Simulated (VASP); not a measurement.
All values below come from PBE GGA, VASP's PBE PAW potentials (set 64) (plane waves; VASP).

The input files of a VASP run:

KPOINTS:
```
k-points along high-symmetry lines
15
Line-mode
Reciprocal
  0.000000   0.000000   0.000000 ! GAMMA
  0.500000   0.000000   0.500000 ! X

  0.500000   0.000000   0.500000 ! X
  0.625000   0.250000   0.625000 ! U

  0.375000   0.375000   0.750000 ! K
  0.000000   0.000000   0.000000 ! GAMMA

  0.000000   0.000000   0.000000 ! GAMMA
  0.500000   0.500000   0.500000 ! L

  0.500000   0.500000   0.500000 ! L
  0.500000   0.250000   0.750000 ! W

  0.500000   0.250000   0.750000 ! W
  0.500000   0.000000   0.500000 ! X
```

File POSCAR:
```
PbSe
4.394240
  0.0000000000   0.7071068441   0.7071068441
  0.7071068441   0.0000000000   0.7071068441
  0.7071068441   0.7071068441   0.0000000000
Pb Se
1 1
direct
  0.0000000000   0.0000000000   0.0000000000
  0.5000000000   0.5000000000   0.5000000000
```

INCAR:
```
ALGO  =  Normal
EDIFF  =  1E-7
ENCUT  =  400
GGA  =  PE
ICHARG  =  11
ISMEAR  =  0
LASPH  =  .TRUE.
LCHARG  =  .FALSE.
LMAXMIX  =  4
LORBIT  =  11
LREAL  =  .FALSE.
LWAVE  =  .FALSE.
NELM  =  100
PREC  =  Accurate
SIGMA  =  0.05
SYSTEM  =  PbSe
```

POTCAR, in this order: Pb_d Se (PBE.64 set). Program: vasp_std. Read from the step before: CHGCAR.

What VASP printed:

OSZICAR:
```
       N       E                     dE             d eps       ncg     rms          rms(c)
DAV:   1     0.145651577363E+03    0.14565E+03   -0.84865E+03  2526   0.119E+03
DAV:   2     0.244292674297E+01   -0.14321E+03   -0.14033E+03  2718   0.320E+02
DAV:   3    -0.851062440717E+01   -0.10954E+02   -0.10716E+02  3324   0.962E+01
DAV:   4    -0.875367523336E+01   -0.24305E+00   -0.24296E+00  2838   0.178E+01
DAV:   5    -0.876101259261E+01   -0.73374E-02   -0.73372E-02  3348   0.282E+00
DAV:   6    -0.876145401813E+01   -0.44143E-03   -0.44143E-03  3518   0.620E-01
DAV:   7    -0.876145728194E+01   -0.32638E-05   -0.32637E-05  3436   0.482E-02
DAV:   8    -0.876145734243E+01   -0.60488E-07   -0.60515E-07  3118   0.744E-03
   1 F= -.87614573E+01 E0= -.87614573E+01  d E =-.193774E-10
```

**OUTCAR**
```
 val. band max:        4.4877561315   @ k =   0.5000   0.5000   0.5000

 cond. band min:       4.9208434842   @ k =   0.5000   0.5000   0.5000



 k-point     1 :       0.0000    0.0000    0.0000
  band No.  band energies     occupation
      1     -12.2488      2.00000
      2     -12.2488      2.00000
      3     -12.2488      2.00000
      4     -12.2426      2.00000
      5     -12.2426      2.00000
      6      -8.7002      2.00000
      7      -1.8538      2.00000
      8       2.8443      2.00000
      9       2.8443      2.00000
     10       2.8443      2.00000
     11       9.1302      0.00000
     12       9.1302      0.00000
     13       9.1302      0.00000
     14      11.1330      0.00000

 k-point     2 :       0.0357    0.0000    0.0357
  band No.  band energies     occupation
      1     -12.2489      2.00000
      2     -12.2483      2.00000
      3     -12.2483      2.00000
      4     -12.2432      2.00000
      5     -12.2424      2.00000
      6      -8.6882      2.00000
      7      -1.8925      2.00000
      8       2.8259      2.00000
      9       2.8259      2.00000
     10       2.9159      2.00000
     11       8.8677      0.00000
     12       9.1101      0.00000
     13       9.1101      0.00000
     14      11.0115      0.00000

 k-point     3 :       0.0714    0.0000    0.0714
  band No.  band energies     occupation
      1     -12.2495      2.00000
      2     -12.2470      2.00000
      3     -12.2470      2.00000
      4     -12.2451      2.00000
      5     -12.2419      2.00000
      6      -8.6521      2.00000
      7      -1.9992      2.00000
      8       2.7720      2.00000
      9       2.7720      2.00000
     10       3.1153      2.00000
     11       8.2532      0.00000
     12       9.0652      0.00000
     13       9.0652      0.00000
     14      10.7329      0.00000

 k-point     4 :       0.1071    0.0000    0.1071
  band No.  band energies     occupation
      1     -12.2504      2.00000
...
```

The density is held fixed in this step, so its total energy and stress have no physical meaning. Unless said otherwise, spin-orbit coupling is left out, though it shifts the bands of the heavy elements here.

The structure was generated: PbSe was put into the rock salt type (Fm-3m), which need not be its known phase. It was relaxed first, which changed the volume by +27 %.
